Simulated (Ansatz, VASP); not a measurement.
# Cross-check of PtS2 (1T-PtS2, 3 layers, AA) between VASP and Ansatz, part 2 of 2

Wanted: the spread between two codes on one cell, functional and k mesh. The structure shown is the start of the Ansatz relaxation below; VASP solves that cell, so the two are compared at the walk's first step.

VASP 6.6.1 and Ansatz 0.2.0.

So far: The starting structure; Ansatz: relaxation, r2SCAN with D4.

### 3. VASP: single point, r2SCAN with D4, start cell

Level of this step: r2SCAN with D4; plane waves and PAW (S, Pt) (VASP).

The same cell, functional, mesh and smearing now go to VASP, with its own data sets.

Lines of VASP's logs that name or quote its potential files are left out, and so is its time.

Input file INCAR:

```
SYSTEM = PtS2
PREC = Accurate
ENCUT = 440
EDIFF = 1E-06
NELM = 300
ISMEAR = -1
SIGMA = 0.05
LREAL = .FALSE.
ALGO = Normal
METAGGA = R2SCAN
IVDW = 13
VDW_S6 = 1
VDW_S8 = 0.6018749
VDW_A1 = 0.51559235
VDW_A2 = 5.77342911
LASPH = .TRUE.
NBANDS = 42
LORBIT = 11
LWAVE = .FALSE.
LCHARG = .FALSE.
ISIF = 2
LDIPOL = .TRUE.
IDIPOL = 3
DIPOL = 0.5 0.5 0.5
LVHAR = .TRUE.
GGA_COMPAT = .FALSE.
EFERMI = MIDGAP
NELMDL = -8
LMIXTAU = .TRUE.
KPAR = 2
AMIX = 0.1
BMIX = 1E-04
```

Input file POSCAR:

```
PtS2
1.0
    3.5700000000      0.0000000000      0.0000000000
   -1.7850000000      3.0917110000      0.0000000000
    0.0000000000      0.0000000000     55.0422590000
S Pt
6 3
Direct
    0.6666666667      0.3333333333      0.3906089683
    0.3333333333      0.6666666667      0.4272005987
    0.6666666667      0.3333333333      0.4817041757
    0.3333333333      0.6666666667      0.5182958243
    0.6666666667      0.3333333333      0.5727994013
    0.3333333333      0.6666666667      0.6093910317
    0.0000000000      0.0000000000      0.4089047835
    0.0000000000      0.0000000000      0.5000000000
    0.0000000000      0.0000000000      0.5910952165
```

Input file KPOINTS:

```
Automatic mesh
0
Gamma
9 9 1
0 0 0
```

The projector-augmented-wave data sets are S and Pt (PBE family, release 64).

Launch:

```
$ mpirun -np 2 vasp_std
```

Numbers of over 12 decimals in the logs are rounded to 6 here.

The log of the run:

```text
[banner, memory and clock lines left out]
running    2 mpi-ranks, on    1 nodes
 distrk:  each k-point on    1 cores,    2 groups
 distr:  one band on    1 cores,    1 groups

 POSCAR found type information on POSCAR S Pt
 POSCAR found :  2 types and       9 ions
|                                                                             |
|               ----> ADVICE to this user running VASP <----                  |
|                                                                             |
|     You enforced a specific xc type in the INCAR file but a different       |
|     [... a line on the potential file left out ...]
|     I HOPE YOU KNOW WHAT YOU ARE DOING!                                     |
|                                                                             |

 LDA part: xc-table for (None), standard interpolation
|                                                                             |
|           W    W    AA    RRRRR   N    N  II  N    N   GGGG   !!!           |
|           W    W   A  A   R    R  NN   N  II  NN   N  G    G  !!!           |
|           W    W  A    A  R    R  N N  N  II  N N  N  G       !!!           |
|           W WW W  AAAAAA  RRRRR   N  N N  II  N  N N  G  GGG   !            |
|           WW  WW  A    A  R   R   N   NN  II  N   NN  G    G                |
|           W    W  A    A  R    R  N    N  II  N    N   GGGG   !!!           |
|                                                                             |
|     One of the lattice vectors is very long (>50 A), but AMIN is rather     |
|     large. This can spoil convergence since charge sloshing might occur     |
|     along the long lattice vector. If problems with convergence are         |
|     observed, try to decrease AMIN to a smaller value (e.g. 0.01).          |
|     Note: This warning only applies if the self-consistency cycle is        |
|     used.                                                                   |
|                                                                             |

 POSCAR, INCAR and KPOINTS ok, starting setup
 FFT: planning ... GRIDC
 FFT: planning ... GRID_SOFT
 FFT: planning ... GRID
 WAVECAR not read
 entering main loop
       N       E                     dE             d eps       ncg     rms          rms(c)
DAV:   1     0.386689889369E+03    0.38669E+03   -0.22118E+04  1040   0.106E+03
DAV:   2    -0.154435910068E+03   -0.54113E+03   -0.52045E+03  1476   0.234E+02
DAV:   3    -0.223622049071E+03   -0.69186E+02   -0.67953E+02  1234   0.924E+01
DAV:   4    -0.225630490519E+03   -0.20084E+01   -0.19873E+01  1286   0.174E+01
DAV:   5    -0.225694376479E+03   -0.63886E-01   -0.63639E-01  1318   0.299E+00
DAV:   6    -0.225696134222E+03   -0.17577E-02   -0.17570E-02  1302   0.536E-01
DAV:   7    -0.225696216219E+03   -0.81996E-04   -0.81990E-04  1366   0.104E-01
DAV:   8    -0.225696219803E+03   -0.35842E-05   -0.35841E-05  1188   0.201E-02    0.402E+01
DAV:   9    -0.207633679959E+03    0.18063E+02   -0.54660E+00  1124   0.155E+01    0.338E+01
DAV:  10    -0.204337187751E+03    0.32965E+01   -0.99355E+00  1180   0.192E+01    0.260E+01
DAV:  11    -0.196780787728E+03    0.75564E+01   -0.37214E+00  1156   0.131E+01    0.108E+01
DAV:  12    -0.204499926899E+03   -0.77191E+01   -0.43602E+00  1102   0.162E+01    0.545E+00
DAV:  13    -0.204587608189E+03   -0.87681E-01   -0.75077E-01  1210   0.402E+00    0.406E+00
DAV:  14    -0.204592949266E+03   -0.53411E-02   -0.29744E-02  1154   0.114E+00    0.156E+00
[...]
DAV:  19    -0.204593169396E+03    0.55714E-03   -0.58738E-04  1340   0.118E-01    0.282E-01
DAV:  20    -0.204593106835E+03    0.62561E-04   -0.73566E-05  1192   0.549E-02    0.176E-01
DAV:  21    -0.204594370325E+03   -0.12635E-02   -0.11551E-03  1030   0.229E-01    0.788E-02
DAV:  22    -0.204594182075E+03    0.18825E-03   -0.81543E-05  1318   0.463E-02    0.616E-02
DAV:  23    -0.204594325200E+03   -0.14313E-03   -0.26416E-05  1118   0.283E-02    0.546E-02
DAV:  24    -0.204594438345E+03   -0.11314E-03   -0.22351E-05  1040   0.324E-02    0.435E-02
DAV:  25    -0.204594464886E+03   -0.26542E-04   -0.10975E-05  1160   0.211E-02    0.311E-02
DAV:  26    -0.204594464429E+03    0.45721E-06   -0.11062E-06   768   0.698E-03
   1 F= -.20582176E+03 E0= -.20582176E+03  d E =-.376976E-06
```

From OUTCAR (step 3):

```text
ion  position               nearest neighbor table
   1  0.667  0.333  0.391-   7 2.29   7 2.29   7 2.29
   2  0.333  0.667  0.427-   7 2.29   7 2.29   7 2.29
   3  0.667  0.333  0.482-   8 2.29   8 2.29   8 2.29
   4  0.333  0.667  0.518-   8 2.29   8 2.29   8 2.29
   5  0.667  0.333  0.573-   9 2.29   9 2.29   9 2.29
   6  0.333  0.667  0.609-   9 2.29   9 2.29   9 2.29
   7  0.000  0.000  0.409-   1 2.29   2 2.29   1 2.29   2 2.29   1 2.29   2 2.29
   8  0.000  0.000  0.500-   3 2.29   4 2.29   3 2.29   4 2.29   3 2.29   4 2.29
   9  0.000  0.000  0.591-   5 2.29   6 2.29   5 2.29   6 2.29   5 2.29   6 2.29

  LATTYP: Found a hexagonal cell.
 ALAT       =     3.5700000000
 C/A-ratio  =    15.4179997199

 Subroutine GETGRP returns: Found 12 space group operations
 (whereof 12 operations were pure point group operations)

The static configuration has the point symmetry D_3d.

 Found     12 irreducible k-points:

   k-points           NKPTS =     12   k-points in BZ     NKDIM =     12   number of bands    NBANDS=     42

   dimension x,y,z NGX =    24 NGY =   24 NGZ =  378
   dimension x,y,z NGXF=    48 NGYF=   48 NGZF=  756

   ENCUT  =  440.0 eV  32.34 Ry    5.69 a.u.   6.11  6.11 94.14*2*pi/ulx,y,z

   NELECT =      66.0000    total number of electrons

 k-points in reciprocal lattice and weights: Automatic mesh
   0.00000000  0.00000000  0.00000000       0.012
   0.11111111  0.00000000  0.00000000       0.074
   0.22222222  0.00000000  0.00000000       0.074
   0.33333333 -0.00000000  0.00000000       0.074
   0.44444444  0.00000000  0.00000000       0.074
   0.11111111  0.11111111  0.00000000       0.074
   0.22222222  0.11111111  0.00000000       0.148
   0.33333333  0.11111111  0.00000000       0.148
   0.44444444  0.11111111  0.00000000       0.074
   0.22222222  0.22222222  0.00000000       0.074
   0.33333333  0.22222222  0.00000000       0.148
   0.33333333  0.33333333  0.00000000       0.025

 dipolmoment           0.000000      0.000000     -0.000000 electrons x Angstroem

 average (electrostatic) potential at core
       1 -97.4681       2 -97.5027       3 -97.5095       4 -97.5095       5 -97.5027
       6 -97.4681       7 -83.1445       8 -83.1616       9 -83.1445

 E-fermi :  -1.8546

 k-point     1 :       0.0000    0.0000    0.0000
  band No.  band energies     occupation
    ...
     29      -3.8397      2.00000
     30      -3.7061      2.00000
     31      -3.6711      2.00000
     32      -3.1143      2.00000
     33      -3.0578      2.00000
     34       0.6994      0.00000
     35       0.6994      0.00000
     36       0.8285      0.00000
     37       0.8285      0.00000
     38       0.9336      0.00000
    ...

 k-point     2 :       0.1111    0.0000    0.0000
  band No.  band energies     occupation
    ...
     29      -3.8239      2.00000
     30      -3.3701      2.00000
     31      -3.3263      2.00000
     32      -2.7467      2.00000
     33      -2.7399      2.00000
     34      -0.1733      0.00000
     35      -0.0103      0.00000
     36       0.1338      0.00000
     37       0.3928      0.00000
     38       0.5411      0.00000
    ...

 k-point     3 :       0.2222    0.0000    0.0000
  band No.  band energies     occupation
    ...
     29      -3.6896      2.00000
     30      -3.3952      2.00000
     31      -3.2765      2.00000
     32      -2.9310      2.00000
     33      -2.5816      2.00000
     34      -1.0856      0.00000
     35      -0.9870      0.00000
     36      -0.8940      0.00000
     37       0.0910      0.00000
     38       0.2556      0.00000
    ...

  DFT-D4 for vdW energy calculation

  Edisp (eV):   -1.22730

  Total      19.11566    19.11566    18.00070     0.00000     0.00000     0.00000
  in kB      50.41229    50.41230    47.47190     0.00000     0.00000     0.00000
  external pressure =       49.43 kB  Pullay stress =        0.00 kB

  energy-cutoff  :      440.00
  volume of cell :      607.52
      direct lattice vectors                 reciprocal lattice vectors
     3.570000000  0.000000000  0.000000000     0.280112045  0.161722748  0.000000000
    -1.785000000  3.091711000  0.000000000     0.000000000  0.323445497  0.000000000
     0.000000000  0.000000000 55.042259000     0.000000000  0.000000000  0.018167859

 POSITION                                       TOTAL-FORCE (eV/Angst)
 -----------------------------------------------------------------------------------
      1.78500      1.03057     21.50000        -0.000000     -0.000000     -3.170508
     -0.00000      2.06114     23.51409        -0.000000      0.000000      3.113523
      1.78500      1.03057     26.51409         0.000000     -0.000000     -3.118671
     -0.00000      2.06114     28.52817         0.000000     -0.000000      3.118671
      1.78500      1.03057     31.52817        -0.000000      0.000000     -3.113523
     -0.00000      2.06114     33.54226         0.000000     -0.000000      3.170508
      0.00000      0.00000     22.50704        -0.000000     -0.000000      0.144352
      0.00000      0.00000     27.52113         0.000000     -0.000000      0.000000
      0.00000      0.00000     32.53522         0.000000     -0.000000     -0.144352
 -----------------------------------------------------------------------------------
    total drift:                               -0.000000      0.000000     -0.000000

  FREE ENERGIE OF THE ION-ELECTRON SYSTEM (eV)
  ---------------------------------------------------
  free  energy   TOTEN  =      -205.8217611204 eV

  energy  without entropy=     -205.8217607434  energy(sigma->0) =     -205.82176093

 vacuum level on the upper side and lower side of the slab         3.341         3.341

 total charge
# of ion       s       p       d       tot
------------------------------------------
    1        1.346   2.370   0.000   3.716
    2        1.348   2.364   0.000   3.713
    3        1.348   2.365   0.000   3.713
    4        1.348   2.365   0.000   3.713
    5        1.348   2.364   0.000   3.713
    6        1.346   2.370   0.000   3.716
    7        0.761   0.966   8.080   9.807
    8        0.761   0.967   8.080   9.808
    9        0.761   0.966   8.080   9.807
--------------------------------------------------
tot         10.369  17.098  24.239  51.706

[... 3 further parts left out ...]
```

### 4. Comparison

Known differences besides the potentials themselves: VASP keeps PBE cores, Ansatz makes them for the functional; Ansatz cuts the interaction across the vacuum, VASP repeats the sheet with a dipole correction; the data sets hold 90 valence electrons in Ansatz (on its default PAW (the set named soft_2) files) and 66 in VASP; the cutoff is 500 eV in Ansatz and 440 eV in VASP. Total energies have different zeros and are not compared.

Forces (eV/Å; atoms numbered as in POSCAR):

```tsv
atom	Ansatz x, y, z	VASP x, y, z
S1	0.000, 0.000, -3.180	0.000, 0.000, -3.171
S2	0.000, 0.000, 3.124	0.000, 0.000, 3.114
S3	0.000, 0.000, -3.127	0.000, 0.000, -3.119
S4	0.000, 0.000, 3.127	0.000, 0.000, 3.119
S5	0.000, 0.000, -3.124	0.000, 0.000, -3.114
S6	0.000, 0.000, 3.180	0.000, 0.000, 3.171
Pt7	0.000, 0.000, 0.148	0.000, 0.000, 0.144
Pt8	0.000, 0.000, 0.000	0.000, 0.000, 0.000
Pt9	0.000, 0.000, -0.148	0.000, 0.000, -0.144
```

The forces differ by 4.6 meV/Å r.m.s., which is 0.3 % of the r.m.s. force of 1.478 eV/Å (both taken over all components). VASP's last cycles still show a density residual of 3e-03, so its state may not be settled. With vacuum in the cell, a pressure given here is an average over mostly empty space and none of the material.

### 5. Outcome

- r.m.s. force difference (single point, r2SCAN with D4, start cell): 0.31 % of the r.m.s. force

In words: The r.m.s. force difference is 0.31 % of the r.m.s. force (single point, r2SCAN with D4, start cell), within the 3 % picked in this series as the mark of a large difference. The data sets hold unlike numbers of valence electrons (90 in Ansatz and 66 in VASP), so part of the differences comes from the potentials. VASP runs on this material, other cells of it included, that failed, so that no pair exists: single point, r2SCAN (not converged). How closely two codes agree says nothing of how well the functional describes the real material.

[Lines on the potential files, build, host, timing and source positions are cut from VASP's logs without a mark.]

[Logs are printed without paths, hosts, clocks, repeated set-up lines and the standing remarks that a program may print on its own settings, such as how far it seeks lower states.]

[Hosts, paths, dates, database ids (printed as entryN), source tags and the programs' standing remarks are cut or masked in the printed files.]
